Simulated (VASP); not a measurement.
The system is Nb2SnSe.

```
CELL_PARAMETERS angstrom
3.38200 0.00000 0.00000
0.00000 3.38200 0.00000
0.00000 0.00000 14.48500
ATOMIC_POSITIONS crystal
Nb 0.50000 0.00000 0.70383
Nb 0.50000 0.00000 0.95388
Nb 0.00000 0.50000 0.04612
Nb 0.00000 0.50000 0.29617
Sn 0.00000 0.50000 0.83493
Sn 0.50000 0.00000 0.16507
Se 0.00000 0.50000 0.61056
Se 0.50000 0.00000 0.38944
```

The cell was built by a generator and needn't be a form met in nature.

```yaml
Program: VASP 6.6.1
Task: relaxation of cell and atoms
Functional: PBE
Potentials_or_basis: VASP PAW PBE potentials, release 64 (Nb_sv, Sn_d, Se)
Cutoff: 520 eV
k_mesh: 10 × 10 × 2
Occupations: gaussian, width 0.1 eV
Spin: no spin polarisation
```

At the start: pressure -0.4 GPa; volume 20.71 Å³/atom.

Problem. How do energy, volume and symmetry change on relaxing?

Solution. Over 27 steps the energy falls by 4.3 meV/atom and the volume is 20.28 Å³/atom (-2.1 %); space group P4/nmm (No. 129, to 0.05 Å).

The path:
```
step  energy change (eV)  largest force (eV/Å)  pressure (GPa)  volume (Å³)
   1              0.0000                0.5071           -0.38       165.68
   2             -0.0209                0.1955            0.16       164.51
   3             -0.0239                0.0680            0.51       163.86
   4             -0.0277                0.1484           -0.62       165.04
   5             -0.0283                0.1127           -0.33       164.73
   6             -0.0318                0.0177           -0.03       164.17
   7             -0.0319                0.0235            0.04       164.05
   8             -0.0320                0.0187           -0.05       164.14
   9             -0.0320                0.0172           -0.09       164.17
  10             -0.0321                0.0171           -0.06       164.09
  11             -0.0322                0.0260            0.02       163.91
  12             -0.0323                0.0245            0.02       163.88
  13             -0.0326                0.0213           -0.01       163.78
  14             -0.0330                0.0295           -0.06       163.57
  15             -0.0334                0.0555           -0.15       163.15
  16             -0.0335                0.0528           -0.13       163.09
  17             -0.0337                0.0460           -0.07       162.92
  18             -0.0339                0.0437            0.05       162.59
  19             -0.0338                0.0399            0.30       161.92
  20             -0.0340                0.0418            0.16       162.32
  21             -0.0341                0.0350            0.13       162.26
  22             -0.0343                0.0173            0.05       162.10
  23             -0.0343                0.0149            0.02       162.17
  24             -0.0343                0.0106           -0.04       162.27
  25             -0.0344                0.0129           -0.02       162.26
  26             -0.0344                0.0153            0.00       162.25
  27             -0.0344                0.0091            0.00       162.25
```

Final structure:
```cif
data_structure
_symmetry_space_group_name_H-M 'P 1'
_symmetry_Int_Tables_number 1
_cell_length_a 3.3990
_cell_length_b 3.3990
_cell_length_c 14.0442
_cell_angle_alpha 90.000
_cell_angle_beta 90.000
_cell_angle_gamma 90.000
_cell_volume 162.25
loop_
_atom_site_label
_atom_site_type_symbol
_atom_site_fract_x
_atom_site_fract_y
_atom_site_fract_z
_atom_site_occupancy
Nb1 Nb 0.50000 0.00000 0.70169 1
Nb2 Nb 0.50000 0.00000 0.94996 1
Nb3 Nb 0.00000 0.50000 0.05004 1
Nb4 Nb 0.00000 0.50000 0.29831 1
Sn1 Sn 0.00000 0.50000 0.83332 1
Sn2 Sn 0.50000 0.00000 0.16668 1
Se1 Se 0.00000 0.50000 0.60566 1
Se2 Se 0.50000 0.00000 0.39434 1
```

Caveat: this functional lacks dispersion, which binds the layers, so the pressure and a relaxed spacing across them are unreliable.
